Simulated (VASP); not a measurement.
Consider the following.

```yaml
crystal:
  lattice:
    - [4.00436, 0.00000, 0.00000]
    - [-2.00218, 3.46788, 0.00000]
    - [0.00000, 0.00000, 23.74605]
  atoms:
    - { symbol: In, position: [0.66667, 0.33333, 0.44158] }
    - { symbol: In, position: [0.66667, 0.33333, 0.55842] }
    - { symbol: Se, position: [0.33333, 0.66667, 0.38752] }
    - { symbol: Se, position: [0.33333, 0.66667, 0.61248] }
```

The numbers are results of PBEsol GGA, VASP's PBE PAW potentials (set 64) (plane waves; VASP 6.6.1), not measurements. Run with 400 eV cut-off, 7×7×1 Γ-centred mesh, tetrahedra with Blöchl corrections, potentials In_d Se.

The cell holds a wide vacuum, so values per volume refer to the whole cell. The cores are frozen, which limits the accuracy of field gradients.

Problem. Give the principal components of the electric field gradient (V/Å²) and the asymmetry η at each nucleus.

Solution. 
```tsv
atom	Vxx	Vyy	Vzz	η
In1	56.0	56.0	-112.1	0.00
In2	56.0	56.0	-112.1	0.00
Se3	34.9	34.9	-69.9	0.00
Se4	34.9	34.9	-69.9	0.00
```

The cell is a sheet with vacuum, built from a generated structure.
